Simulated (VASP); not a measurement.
```
CELL_PARAMETERS angstrom
      3.14852     0.00000     0.00000
     -1.57426     2.72670     0.00000
      0.00000     0.00000    15.44964
ATOMIC_POSITIONS crystal
  Al 0.00000 0.00000 0.00000
  Al 0.00000 0.00000 0.50000
  Al 0.66667 0.33333 0.83325
  Al 0.33333 0.66667 0.33325
  Al 0.66667 0.33333 0.16650
  Al 0.33333 0.66667 0.66650
  N  0.00000 0.00000 0.87460
  N  0.00000 0.00000 0.37460
  N  0.66667 0.33333 0.70785
  N  0.33333 0.66667 0.20785
  N  0.66667 0.33333 0.04150
  N  0.33333 0.66667 0.54150
```

All values below come from PBEsol GGA, VASP's PBE PAW potentials (set 64) (plane waves; VASP). Run with 400 eV cut-off, 12×12×3 Γ-centred mesh, first-order Methfessel-Paxton smearing of 0.10 eV, potentials Al N.

Problem. Give the energies of bands 13 to 26 at the high-symmetry points, in eV from the valence-band maximum.

Solution. 
```
band      Γ      M      K      A      L      H
----  -----  -----  -----  -----  -----  -----
13    -0.52  -2.65  -3.85  -0.49  -2.41  -3.56
14    -0.44  -2.53  -3.85  -0.49  -2.41  -3.56
15    -0.44  -1.75  -3.58  -0.49  -1.93  -3.23
16    -0.35  -1.70  -2.90  -0.49  -1.93  -3.23
17    -0.35  -1.58  -2.75  -0.27  -1.68  -2.95
18    -0.17  -1.52  -2.75  -0.27  -1.68  -2.95
19    -0.17  -1.45  -1.79  -0.27  -1.19  -1.63
20    -0.10  -1.22  -1.79  -0.27  -1.19  -1.63
21    -0.10  -0.89  -1.59  -0.04  -0.85  -1.30
22     0.00  -0.83  -1.07  -0.04  -0.85  -1.30
23     0.00  -0.76  -0.99  -0.04  -0.60  -1.07
24     0.00  -0.49  -0.99  -0.04  -0.60  -1.07
25     3.65   3.65   5.52   4.16   3.81   5.55
26     5.05   4.09   5.52   4.16   3.81   5.55
```

The gap is direct, 3.65 eV, from the valence maximum at Γ to the conduction minimum at Γ.

The structure was generated: AlN was put into an ordered model structure, which need not be its known phase. The cell was not relaxed at this level.
